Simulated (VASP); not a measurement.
Output of a VASP run:

**OSZICAR**
```
       N       E                     dE             d eps       ncg     rms          rms(c)
DAV:   1     0.907445713853E+02    0.90745E+02   -0.92633E+03   910   0.166E+03
DAV:   2     0.263911132556E+00   -0.90481E+02   -0.86951E+02   970   0.288E+02
DAV:   3    -0.660978063001E+01   -0.68737E+01   -0.68386E+01  1100   0.767E+01
DAV:   4    -0.670053317913E+01   -0.90753E-01   -0.90711E-01  1060   0.934E+00
DAV:   5    -0.670186848280E+01   -0.13353E-02   -0.13353E-02  1100   0.113E+00    0.688E+00
DAV:   6    -0.629513743320E+01    0.40673E+00   -0.90472E-01  1364   0.345E+01    0.533E+00
DAV:   7    -0.628233340032E+01    0.12804E-01   -0.32964E-01   985   0.535E+00    0.274E+00
DAV:   8    -0.628420765111E+01   -0.18743E-02   -0.67885E-03  1000   0.726E-01    0.763E-01
DAV:   9    -0.628516287150E+01   -0.95522E-03   -0.14201E-03  1068   0.368E-01    0.140E-01
DAV:  10    -0.628544528855E+01   -0.28242E-03   -0.28101E-04   995   0.137E-01    0.665E-02
DAV:  11    -0.628552402534E+01   -0.78737E-04   -0.10790E-04  1010   0.844E-02    0.117E-02
DAV:  12    -0.628552866058E+01   -0.46352E-05   -0.10268E-05  1020   0.231E-02    0.324E-03
DAV:  13    -0.628552866567E+01   -0.50923E-08   -0.31823E-07  1027   0.770E-03
   1 F= -.62855287E+01 E0= -.62855287E+01  d E =0.000000E+00
```

### OUTCAR
```
------------------------ aborting loop because EDIFF is reached ----------------------------------------
  FORCE on cell =-STRESS in cart. coord.  units (eV):
  Direction    XX          YY          ZZ          XY          YZ          ZX
  --------------------------------------------------------------------------------------
  Total        0.0013911      0.0013911      0.0013911      0.0000000      0.0000000      0.0000000
  in kB        0.0537122      0.0537122      0.0537122      0.0000000      0.0000000      0.0000000
  external PRESSURE =       0.0537122 kB  Pullay stress =       0.0000000 kB
  volume of cell :       41.50
      direct lattice vectors                 reciprocal lattice vectors
     0.000000000  2.747848514  2.747848514    -0.181960540  0.181960540  0.181960540
     2.747848514  0.000000000  2.747848514     0.181960540 -0.181960540  0.181960540
     2.747848514  2.747848514  0.000000000     0.181960540  0.181960540 -0.181960540
  FREE ENERGIE OF THE ION-ELECTRON SYSTEM (eV)
  ---------------------------------------------------
  free  energy   TOTEN  =        -6.2855286657 eV

  energy  without entropy=       -6.2855286657  energy(sigma->0) =       -6.28552867

 total charge

# of ion       s       p       d       tot
------------------------------------------
    1        0.501   0.432   9.794  10.727
    2        1.318   2.426   0.000   3.744
--------------------------------------------------
tot          1.819   2.858   9.794  14.471
```
(Selected blocks of OUTCAR.)

POSCAR:
```
ZnS
1
    0.0000000000     2.7478485135     2.7478485135
    2.7478485135     0.0000000000     2.7478485135
    2.7478485135     2.7478485135     0.0000000000
Zn S
1 1
Direct
  0.0000000000   0.0000000000   0.0000000000
  0.2500000000   0.2500000000   0.2500000000
```

### Question
Reconstruct the remaining input files.

### Answer
Several could match; the one computed here: the input of the run itself, revPBE GGA, plane waves, VASP's PBE PAW potentials (set 64).

KPOINTS:
```
K-points
0
G
9 9 9
0 0 0
```

### INCAR
```
EDIFF = 1E-7   # SCF stop (eV)
PREC = Accurate
LORBIT = 11
ISIF = 2   # forces and stress, cell fixed
NELM = 100   # most electronic steps
GGA = RE
ISMEAR = -5   # tetrahedra, Bloechl
LMAXMIX = 4   # l cut-off of mixed one-centre charges
LREAL = F   # projection in real space or not
ENCUT = 520
NEDOS = 601
LCHARG = T
LASPH = T
LWAVE = F
SYSTEM = ZnS
ALGO = Normal   # blocked Davidson
```

POTCAR, in this order: Zn S (PBE.64 set). Program: vasp_std.

The compound is ZnS in the zinc blende structure. It was relaxed first.
